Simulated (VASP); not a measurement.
```
CELL_PARAMETERS angstrom
      3.29014     0.00000     0.00000
      0.00000     3.29014     0.00000
      0.00000     0.00000     3.29014
ATOMIC_POSITIONS crystal
  Bi 0.00000 0.00000 0.00000
```

The numbers are results of PBEsol GGA, VASP's PBE PAW potentials (set 64) (plane waves; VASP 6.6.1), not measurements. Numerical set-up: 400 eV cut-off, 10×10×10 Γ-centred mesh, first-order Methfessel-Paxton smearing of 0.10 eV, potentials Bi_d.

Energy and stress use the plane-wave basis of the starting cell.

Question: The ions, cell shape and volume are relaxed. Which structure does the run end with?

Answer: 
```
CELL_PARAMETERS angstrom
      3.22025     0.00000     0.00000
      0.00000     3.22025     0.00000
      0.00000     0.00000     3.22025
ATOMIC_POSITIONS crystal
  Bi 0.00000 0.00000 0.00000
```
Space group Pm-3m (221), at a tolerance of 0.03 Å.

Question: How do energy and volume change from the first to the last step?

Answer: The energy (σ→0) changes by -21.5 meV/atom and the volume by -6.2 %, in 3 ionic steps.

The structure was generated: Bi was put into the simple-cubic type (Pm-3m), which need not be its known phase. This run relaxes it. Symmetry was kept, so distortions that lower it aren't found.
